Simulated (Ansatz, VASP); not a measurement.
# HfSi (rocksalt type (invented)) in two plane-wave programs

One calculation is typed for both programs; each brings its own data sets. How far apart do they land? The cell is generated by rule, not measured, and may not be a known phase. The cell is taken from a series of runs on this material, whose earlier steps may have relaxed, scaled, displaced or heated it; both programs get it as it stands.

Method: plane waves, with VASP 6.6.1 beside it; relaxation of cell and atoms at PBEsol, in Ansatz 0.2.0.

### 1. The structure

Symmetry: Fm-3m, No. 225, cubic system. The conventional cell has a = 5.294 Å, b = 5.294 Å, c = 5.294 Å, α = 90.00°, β = 90.00°, γ = 90.00°. Nearest to Hf lie 6 Si at 2.65 Å. Nearest to Si lie 6 Hf at 2.65 Å. Farther neighbours are not listed.

Structure file:

```xyz
2
Lattice="0.0000 2.6469 2.6469 2.6469 0.0000 2.6469 2.6469 2.6469 0.0000" Properties=species:S:1:pos:R:3 pbc="T T T"
Hf    0.0000    0.0000    0.0000
Si    2.6469    2.6469    2.6469
```

### 2. VASP: relaxation of cell and atoms, PBEsol

The relaxed volume is the usual yardstick between codes: in a stiff, nearly cubic crystal its relative difference is about their pressure difference at one cell divided by the bulk modulus.

Lines of VASP's logs that name or quote its potential files are left out, and so is its time.

File INCAR:

```
SYSTEM = HfSi
PREC = Accurate
ENCUT = 500
EDIFF = 1E-07
NELM = 120
ISMEAR = 0
SIGMA = 0.1
LREAL = .FALSE.
ALGO = Normal
GGA = PS
NBANDS = 13
LASPH = .TRUE.
LORBIT = 11
LWAVE = .FALSE.
LCHARG = .FALSE.
ISIF = 3
IBRION = 2
NSW = 80
EDIFFG = -0.005
GGA_COMPAT = .FALSE.
NELMIN = 4
```

File POSCAR:

```
HfSi
1.0
    0.0000000000      2.6468760000      2.6468760000
    2.6468760000      0.0000000000      2.6468760000
    2.6468760000      2.6468760000      0.0000000000
Hf Si
1 1
Direct
    0.0000000000      0.0000000000      0.0000000000
    0.5000000000      0.5000000000      0.5000000000
```

File KPOINTS:

```
Automatic mesh
0
Gamma
14 14 14
0 0 0
```

Potentials, in the order of the species: Hf_pv and Si (PBE family, release 64).

The run is started by

```
mpirun -np 1 vasp_std
```

Numbers of over 12 decimals in the logs are rounded to 6 here.

What it wrote:

```text
[banner, memory and clock lines left out]
running    1 mpi-ranks, on    1 nodes
 distrk:  each k-point on    1 cores,    1 groups
 distr:  one band on    1 cores,    1 groups

 POSCAR found type information on POSCAR HfSi
 POSCAR found :  2 types and       2 ions
|                                                                             |
|               ----> ADVICE to this user running VASP <----                  |
|                                                                             |
|     You enforced a specific xc type in the INCAR file but a different       |
|     [... a line on the potential file left out ...]
|     I HOPE YOU KNOW WHAT YOU ARE DOING!                                     |
|                                                                             |

 LDA part: xc-table for (Slater+PW92), standard interpolation
 POSCAR, INCAR and KPOINTS ok, starting setup
 FFT: planning ... GRIDC
 FFT: planning ... GRID_SOFT
 FFT: planning ... GRID
 WAVECAR not read
 entering main loop
       N       E                     dE             d eps       ncg     rms          rms(c)
DAV:   1     0.229741961491E+02    0.22974E+02   -0.69694E+03  2704   0.939E+02
DAV:   2    -0.171977778535E+02   -0.40172E+02   -0.37990E+02  3452   0.188E+02
DAV:   3    -0.184195264151E+02   -0.12217E+01   -0.12148E+01  3382   0.232E+01
DAV:   4    -0.184289610191E+02   -0.94346E-02   -0.94333E-02  3154   0.263E+00
DAV:   5    -0.184290611444E+02   -0.10013E-03   -0.10012E-03  3420   0.253E-01    0.469E+01
DAV:   6    -0.175307513355E+02    0.89831E+00   -0.16013E+00  3089   0.726E+00    0.292E+01
DAV:   7    -0.174857114911E+02    0.45040E-01   -0.65348E-01  3224   0.513E+00    0.395E+00
DAV:   8    -0.174529250163E+02    0.32786E-01   -0.16435E-01  2994   0.241E+00    0.555E-01
DAV:   9    -0.174523478954E+02    0.57712E-03   -0.80927E-03  3004   0.645E-01    0.348E-01
DAV:  10    -0.174523307569E+02    0.17139E-04   -0.16225E-04  3319   0.980E-02    0.135E-01
DAV:  11    -0.174523312879E+02   -0.53102E-06   -0.47379E-05  3134   0.445E-02    0.692E-02
DAV:  12    -0.174523294352E+02    0.18527E-05   -0.29858E-06  3054   0.127E-02    0.106E-02
DAV:  13    -0.174523292407E+02    0.19452E-06   -0.31914E-07  3099   0.444E-03    0.475E-03
DAV:  14    -0.174523292113E+02    0.29390E-07   -0.75864E-09  1557   0.730E-04
   1 F= -.17452329E+02 E0= -.17450690E+02  d E =-.174523E+02
 curvature:   0.00 expect dE= 0.000E+00 dE for cont linesearch  0.000E+00
 trial: gam= 0.00000 g(F)=  0.000E+00 g(S)=  0.323E-03 ort = 0.000E+00 (trialstep = 0.100E+01)
 search vector abs. value=  0.323E-03
 bond charge predicted
       N       E                     dE             d eps       ncg     rms          rms(c)
DAV:   1    -0.174533818761E+02   -0.10526E-02   -0.24486E-02  2854   0.125E+00    0.330E-01
DAV:   2    -0.174525546816E+02    0.82719E-03   -0.13218E-03  2904   0.295E-01    0.150E-01
DAV:   3    -0.174523186524E+02    0.23603E-03   -0.54605E-04  2989   0.176E-01    0.130E-01
DAV:   4    -0.174523121543E+02    0.64981E-05   -0.11556E-05  3312   0.273E-02    0.105E-01
DAV:   5    -0.174523038695E+02    0.82849E-05   -0.15722E-05  2979   0.180E-02    0.195E-02
DAV:   6    -0.174523034553E+02    0.41420E-06   -0.66395E-07  3361   0.540E-03    0.960E-03
DAV:   7    -0.174523032304E+02    0.22487E-06   -0.41087E-08  1633   0.128E-03    0.132E-03
DAV:   8    -0.174523032092E+02    0.21147E-07   -0.74631E-09  1467   0.613E-04
   2 F= -.17452303E+02 E0= -.17450661E+02  d E =0.260020E-04
 trial-energy change:    0.000026  1 .order    0.000020   -0.000323    0.000363
 step:   0.4581(harm=  0.4704)  dis= 0.00000  next Energy=   -17.452403 (dE=-0.734E-04)
 bond charge predicted
       N       E                     dE             d eps       ncg     rms          rms(c)
DAV:   1    -0.174527156285E+02   -0.41240E-03   -0.71999E-03  2869   0.679E-01    0.179E-01
DAV:   2    -0.174524734642E+02    0.24216E-03   -0.38609E-04  2874   0.159E-01    0.814E-02
DAV:   3    -0.174524046555E+02    0.68809E-04   -0.16249E-04  2989   0.963E-02    0.707E-02
DAV:   4    -0.174524031469E+02    0.15086E-05   -0.33909E-06  3267   0.148E-02    0.577E-02
DAV:   5    -0.174524021852E+02    0.96175E-06   -0.47789E-06  2994   0.987E-03    0.105E-02
DAV:   6    -0.174524023398E+02   -0.15460E-06   -0.19757E-07  3078   0.296E-03    0.530E-03
DAV:   7    -0.174524024689E+02   -0.12910E-06   -0.12936E-08  1427   0.719E-04    0.739E-04
DAV:   8    -0.174524024819E+02   -0.12973E-07   -0.22828E-09  1412   0.340E-04
   3 F= -.17452402E+02 E0= -.17450762E+02  d E =-.732706E-04
 curvature:  -0.24 expect dE=-0.240E-07 dE for cont linesearch -0.240E-07
 trial: gam=-0.01747 g(F)=  0.312E-61 g(S)=  0.102E-06 ort = 0.574E-05 (trialstep = 0.892E+00)
 search vector abs. value=  0.132E-09
 reached required accuracy - stopping structural energy minimisation
```

Parts of OUTCAR (step 2):

```text
ion  position               nearest neighbor table
   1  0.000  0.000  0.000-   2 2.65   2 2.65   2 2.65   2 2.65   2 2.65   2 2.65
   2  0.500  0.500  0.500-   1 2.65   1 2.65   1 2.65   1 2.65   1 2.65   1 2.65

  LATTYP: Found a face centered cubic cell.
 ALAT       =     5.2937520000

 Subroutine GETGRP returns: Found 48 space group operations
 (whereof 48 operations were pure point group operations)

The static configuration has the point symmetry O_h .

 Found    104 irreducible k-points:

   k-points           NKPTS =    104   k-points in BZ     NKDIM =    104   number of bands    NBANDS=     13

   dimension x,y,z NGX =    28 NGY =   28 NGZ =   28
   dimension x,y,z NGXF=    56 NGYF=   56 NGZF=   56

   ENCUT  =  500.0 eV  36.75 Ry    6.06 a.u.   6.82  6.82  6.82*2*pi/ulx,y,z

   NELECT =      14.0000    total number of electrons

 k-points in reciprocal lattice and weights: Automatic mesh
   0.00000000  0.00000000  0.00000000       0.000
   0.07142857  0.00000000  0.00000000       0.003
   0.14285714  0.00000000  0.00000000       0.003
   0.21428571  0.00000000  0.00000000       0.003
   0.28571429  0.00000000  0.00000000       0.003
   0.35714286  0.00000000  0.00000000       0.003
   0.42857143  0.00000000  0.00000000       0.003
   0.50000000  0.00000000  0.00000000       0.001
   0.07142857  0.07142857  0.00000000       0.002
[...]
-0.28571429  0.42857143  0.21428571       0.009
  -0.28571429  0.50000000  0.21428571       0.004

 average (electrostatic) potential at core
       1 -35.7479       2 -81.9450

 E-fermi :   6.2203

 k-point     1 :       0.0000    0.0000    0.0000
  band No.  band energies     occupation
      1     -24.2745      2.00000
      2     -24.2745      2.00000
      3     -24.2745      2.00000
      4      -4.2198      2.00000
      5       6.3478      0.07134
      6       6.3478      0.07134
      7       6.3478      0.07133
      8       7.1451      0.00000
      9       7.1451      0.00000
    ...

 k-point     2 :       0.0714    0.0000    0.0000
  band No.  band energies     occupation
      1     -24.2836      2.00000
      2     -24.2756      2.00000
      3     -24.2756      2.00000
      4      -4.1213      2.00000
      5       6.0498      1.98412
      6       6.3132      0.18901
      7       6.3132      0.18901
      8       6.8514      0.00000
      9       6.8514      0.00000
     10       8.7013      0.00000
    ...

 k-point     3 :       0.1429    0.0000    0.0000
  band No.  band energies     occupation
    ...
      3     -24.2789      2.00000
      4      -3.8304      2.00000
      5       5.2921      2.00000
      6       5.8463      2.00000
      7       5.8463      2.00000
      8       6.8981      0.00000
      9       6.8981      0.00000
     10       8.6219      0.00000
     11      10.3241      0.00000
     12      10.3241      0.00000
    ...

  Total        0.0011876      0.0011876      0.0011876     -0.0000000      0.0000000     -0.0000000
  in kB        0.0511896      0.0511896      0.0511896     -0.0000000      0.0000000     -0.0000000
  external PRESSURE =       0.0511896 kB  Pullay stress =       0.0000000 kB

  energy-cutoff  :      500.00
  volume of cell :       37.17
      direct lattice vectors                 reciprocal lattice vectors
     0.000000000  2.648829207  2.648829207    -0.188762642  0.188762642  0.188762642
     2.648829207  0.000000000  2.648829207     0.188762642 -0.188762642  0.188762642
     2.648829207  2.648829207 -0.000000000     0.188762642  0.188762642 -0.188762642

 POSITION                                       TOTAL-FORCE (eV/Angst)
 -----------------------------------------------------------------------------------
      0.00000      0.00000      0.00000        -0.000000     -0.000000     -0.000000
      2.64883      2.64883      2.64883         0.000000      0.000000      0.000000
 -----------------------------------------------------------------------------------
    total drift:                               -0.000000      0.000000      0.000000

  FREE ENERGIE OF THE ION-ELECTRON SYSTEM (eV)
  ---------------------------------------------------
  free  energy   TOTEN  =       -17.4524024819 eV

  energy  without entropy=      -17.4491214270  energy(sigma->0) =      -17.45076195

 reached required accuracy - stopping structural energy minimisation

 total charge
# of ion       s       p       d       tot
------------------------------------------
    1        0.294   6.417   1.697   8.409
    2        0.791   0.995   0.000   1.786
--------------------------------------------------
tot          1.085   7.412   1.697  10.194

[... 3 further parts left out ...]
```

CONTCAR:

```
HfSi
   1.00000000000000
     0.0000000000000000    2.6488292068050043    2.6488292068050043
     2.6488292068050043    0.0000000000000000    2.6488292068050043
     2.6488292068050043    2.6488292068050043   -0.0000000000000000
  Hf              Si
     1     1
Direct
     0.0000000000000000    0.0000000000000000    0.0000000000000000
     0.5000000000000000    0.5000000000000000    0.5000000000000000
```

Harder data sets than Hf_pv exist (the GW ones), and pressures, volumes and forces can shift noticeably with them. The run keeps the 48 symmetry operations of its start, so it cannot find a distortion of lower symmetry.

### 3. Ansatz: relaxation of cell and atoms, PBEsol

Ansatz runs on its default PAW (the set named soft_2) files.

The same cell, functional, mesh and smearing now go to Ansatz, which takes its cutoff from its data sets.

File input.yaml:

```yaml
crystal:
  lattice:
    - [0.0, 2.646875583, 2.646875583]
    - [2.646875583, 0.0, 2.646875583]
    - [2.646875583, 2.646875583, 0.0]
  atoms:
    - { symbol: Hf, position: [0.0, 0.0, 0.0] }
    - { symbol: Si, position: [0.5, 0.5, 0.5] }
kpoints:
  mp_grid: { grid: [14, 14, 14] }
hamiltonian:
  xc: pbesol
scf:
  occupations: { method: gaussian, width: 0.1 }
output:
  forces: true
  stress: true
  eigenvalues: true
  write_density: true
  write_potential: true
  elf: true
  volumetric_format: npy
relax:
  adjacent_minimum: "off"
  f_tol: 0.005
  max_steps: 80
  cell: { stress_tol: 0.05 }
```

The run is started by

```
ansatz run input.yaml --threads 2 --pin off --max-ram 5120MiB --backend cpu --events-out ev --progress --plain --runs-dir out
```

What it wrote:

```text
Engine: ansatz 0.2.0, aarch64-unknown-linux-gnu
Pseudopotentials: kind: paw
Pseudopotential: Hf, paw, valence charge 26, recommended cutoff 420 eV (normal), Hf.paw.azcp
Pseudopotential: Si, paw, valence charge 4, recommended cutoff 420 eV (normal), Si.paw.azcp
Functional definition: PBEsol
  exchange = pbesol_x
  correlation = pbesol_c
Crystal: 2 atoms, lattice volume = 37.088 Å³
Basis set: ecut = 420 eV, 725 PW (Γ), exchange–correlation on 54×54×54 points (8 copies of the dense FFT grid, shifted against one another)
Bands: 19, of which v1, the nominal top of the filled ones, is band 15 counted from 1 (14 counted from 0)
Symmetry: 48 space group operations
Space group: Fm-3m (ITA 225), of the structure as read, at distance tolerance 3.3e-5 Å
k-points: 104 of 2744
Non-local potential: Hf, projectors of the file, l = 0: 3, l = 1: 2, l = 2: 2, l = 3: 3
Non-local potential: Si, projectors of the file, l = 0: 2, l = 1: 2, l = 2: 2
PAW form: soft (Blöchl's): semilocal exchange-correlation on the pseudo side does not see the compensation charge
PAW frozen core: Hf, regenerated for the run's functional, and the local potential with it (the file was generated under x = pbe(κ = 0.804, μ = 0.219515), c = pbe(β = 0.066725))
PAW frozen core: Si, regenerated for the run's functional, and the local potential with it (the file was generated under x = pbe(κ = 0.804, μ = 0.219515), c = pbe(β = 0.066725))
PAW one-centre angular grid: Hf, 590 points (default); XC on 64 Gauss nodes
PAW one-centre angular grid: Si, 110 points (default); XC on 64 Gauss nodes
Initial density: superposition of atomic densities (neutral atoms: chi_scale 0, normalization atom), corrected by the library's trained network
Initial wavefunctions: pseudopotential atomic-orbital guess
Functional: x = pbesol(κ = 0.804, μ = 0.123457), c = pbesol(β = 0.046)
SCF iter   1: F=—  HF=-16220.726297 eV  |F-HF|=—  |Δ(HF+E_count)|=         —  Δρ=2.43e-3  dr2=1.01e-3  ethr=1.77e-3  ⟨swp⟩=4.9  Hψ=8439  notcnv=0
preconditioner: auto → Kerker (q_TF=auto, 2.634 Å⁻¹)  [metal: Δε(μ)=0.007 eV  Ē_g=16.598 eV  σ=0.100 eV  W_gap=0.04  n_scr=14 (ndim 8)  ℏωp=32.3 eV  f_vac=0.000  D(μ)=0.65/eV (n_scr^D=0)]
SCF iter   2: F=—  HF=-16220.726421 eV  |F-HF|=—  |Δ(HF+E_count)|=   1.24e-4  Δρ=1.25e-3  dr2=2.09e-4  ethr=3.36e-6  ⟨swp⟩=2.0  Hψ=4125  notcnv=0
SCF iter   3: F=—  HF=-16220.726392 eV  |F-HF|=—  |Δ(HF+E_count)|=   2.92e-5  Δρ=6.07e-4  dr2=5.86e-5  ethr=6.96e-7  ⟨swp⟩=2.0  Hψ=2704  notcnv=0
SCF iter   4: F=—  HF=-16220.726381 eV  |F-HF|=—  |Δ(HF+E_count)|=   1.16e-5  Δρ=1.11e-4  dr2=2.94e-6  ethr=1.95e-7  ⟨swp⟩=2.0  Hψ=3524  notcnv=0
SCF iter   5: F=—  HF=-16220.726382 eV  |F-HF|=—  |Δ(HF+E_count)|=   1.60e-6  Δρ=2.39e-5  dr2=2.00e-7  ethr=9.81e-9  ⟨swp⟩=2.0  Hψ=3475  notcnv=0
SCF iter   6: F=-16220.726382 eV  HF=-16220.726382 eV  |F-HF|=1.21e-8  |Δ(HF+E_count)|=   1.25e-7  Δρ=6.10e-6  dr2=1.55e-8  ethr=3.33e-10  ⟨swp⟩=8.7  Hψ=12759  notcnv=0
SCF 1 converged in 6 iterations: F = -16220.726382 eV  dr2 = 1.55e-8
  greatest PAW one-centre occupation: 0.998 electrons in one spin orbital (limit 2), on the Hf atom at site 0 (counted from 0), in its partial waves of l = 3
relax step   1: F+E_penalty+E_count = -16220.72638215 eV  Δ(F+E_penalty+E_count) = +0.000e0 eV  max|allowed force component| = 5.916e-31 eV/Å  Δτ_max = 0.0000 Å  P = +0.133 GPa  Ω = 37.088 Å³  (6 SCF iters, dr2 threshold 1.00e-7 eV, accepted)
[...]
relax step   2: F+E_penalty+E_count = -16220.72637518 eV  Δ(F+E_penalty+E_count) = +6.969e-6 eV  max|allowed force component| = 1.486e-29 eV/Å  Δτ_max = 0.0000 Å  P = -0.089 GPa  Ω = 37.154 Å³  energy of the carried Pulay correction = -1.598e-5 eV  (4 SCF iters, dr2 threshold 4.40e-8 eV, accepted)
[...]
relax step   3: F+E_penalty+E_count = -16220.72638904 eV  Δ(F+E_penalty+E_count) = -1.386e-5 eV  max|allowed force component| = 1.065e-29 eV/Å  Δτ_max = 0.0000 Å  P = -0.000 GPa  Ω = 37.127 Å³  energy of the carried Pulay correction = -9.553e-6 eV  (4 SCF iters, dr2 threshold 1.99e-8 eV, accepted)
[...]
relax step   4: F+E_penalty+E_count = -16220.72639831 eV  Δ(F+E_penalty+E_count) = -9.269e-6 eV  max|allowed force component| = 1.726e-30 eV/Å  Δτ_max = 0.0000 Å  P = +0.000 GPa  Ω = 37.127 Å³  stress off target by 1.27e-4 GPa  SCF on the basis re-selected at this cell (its energy is not comparable with the rows above)  (5 SCF iters)
basis re-selected at this cell: Δ(F+E_penalty+E_count) = -9.269e-6 eV, ΔP = +0.000 GPa vs the last step (what re-selecting the basis moved, of the pressure what is left beyond the Pulay correction that the steps carried, after the strain that the cell walked since its last selection, with what the two solves' SCF thresholds leave and, on support functions, any second-order correction that the steps lacked; it is no m [...]
SCF converged after 5 iterations
Free energy (F): -16220.726398 eV
Harris-Foulkes:  -16220.726398 eV  (|F-HF|=3.64e-12)
Internal energy: -16220.723131 eV  (E = F + TS)
E sigma→0 (E₀):  -16220.724765 eV
Entropy (-TS):   -0.003267 eV (-1.634 meV/atom)
Fermi energy:    15.489058 eV
--- Per-component energies (eV) ---
  E_band       = -38.904375
  E_kinetic    = 465.028097
  E_local      = -5992.368328  (includes V_loc(G=0)·N_el)
  E_nonlocal   = -1211.898987
  E_hartree    = 2797.497845
  E_xc         = -353.149165
  E_vxc        = -313.860830  (∫ρ·V_xc dr)
  E_paw        = -7305.385244  (= ΣΔE_a)
  E_vpaw       = 1419.199988  (= ΣTr[D̂ρ^β])
  E_aug_tail   = 0.000005  (compensation charges beyond the density's cutoff)
  E_ewald      = -4621.730006
  E_core_change = 1.282652  (= ΣΔE_core)
  E_smearing   = -0.003267  (= −TS)
  E_closure    = -0.000000  (closes the sum)
  Σ components = -16220.726398   (vs F -16220.726398, Δ=0.00e0)
--- Forces (eV/Å), atoms counted from 1 ---
  atom   1  Hf     0.00000000     0.00000000     0.00000000
  atom   2  Si    -0.00000000     0.00000000     0.00000000
  max |Σ_I F_I| component: 2.86e-30 eV/Å
--- Stress (GPa, compression-positive) ---
        0.000127      -0.000000      -0.000000
       -0.000000       0.000127      -0.000000
       -0.000000      -0.000000       0.000127
  P = ⅓ Tr σ = 0.0001 GPa (0.001 kbar)
--- Band table (eV; the first three rows and the last of 104) ---
  k-point 0: bands = [... 11 lower, 5.0376, 15.6018, 15.6018, 15.6018, 16.3999, 16.3999, 18.0331, 18.0331]
  k-point 1: bands = [... 11 lower, 5.1368, 15.3072, 15.5694, 15.5694, 16.1102, 16.1102, 17.9902, 18.5647]
  k-point 2: bands = [... 11 lower, 5.4293, 14.5553, 15.1075, 15.1075, 16.1554, 16.1554, 17.9072, 19.6002]
  k-point 103: bands = [... 11 lower, 8.2145, 12.5074, 12.6826, 12.9173, 17.7745, 17.9477, 18.6541, 19.6181]
--- Relaxed structure (3 steps of the walk, 3 accepted, 1 SCFs on fresh bases) ---
  F+E_penalty+E_count = -16220.72639831 eV   max|allowed force component| = 1.726e-30 eV/Å   (the final SCF, on the basis selected at the relaxed cell)
  cell:  # Å, volume = 37.1274 Å³
    - [0, 2.647818, 2.647818]
    - [2.647818, 0, 2.647818]
    - [2.647818, 2.647818, 0]
  atoms:
    - { symbol: Hf, position: [0, 0, 0] }
    - { symbol: Si, position: [0.5, 0.5, 0.5] }
```

The column dr2 measures how far the density is from self-consistency, as an energy; F and HF (Harris–Foulkes) agree once it is small.

### 4. Comparison

Known differences besides the potentials themselves: the data sets hold 30 valence electrons in Ansatz (on its default PAW (the set named soft_2) files) and 14 in VASP; the cutoff is 420 eV in Ansatz and 500 eV in VASP; Ansatz makes its cores anew for this functional, VASP keeps those of its PBE data sets; Ansatz adds a Pulay correction to the stress that steers its cell, VASP none. Total energies have different zeros and are not compared.

Compared:

```
                                         quantity  Ansatz   VASP  difference
                                      volume (Å³)   37.13  37.17     -0.11 %
edge a after relaxation, in the typed setting (Å)   3.745  3.746     -0.04 %
```

### 5. Summary of results

| Property | Result |
| --- | --- |
| difference in volume (relaxation of cell and atoms, PBEsol) | -0.11 % |

The difference in volume is -0.11 % (relaxation of cell and atoms, PBEsol), within the 1.2 % picked in this series as the mark of a large difference, as far as the stopping tolerances let one tell. The data sets hold unlike numbers of valence electrons (30 in Ansatz and 14 in VASP), so part of the differences comes from the potentials. 1 further run of this series is not shown here. Such differences can come from data sets, numerical settings and the points named under the comparisons, not from the functional's error against experiment.

[Lines on the potential files, build, host, timing and source positions are cut from VASP's logs without a mark.]

[Logs are printed without paths, hosts, clocks, repeated set-up lines and the standing remarks that a program may print on its own settings, such as how far it seeks lower states.]

[Hosts, paths, dates, database ids (printed as entryN), source tags and the programs' standing remarks are cut or masked in the printed files.]
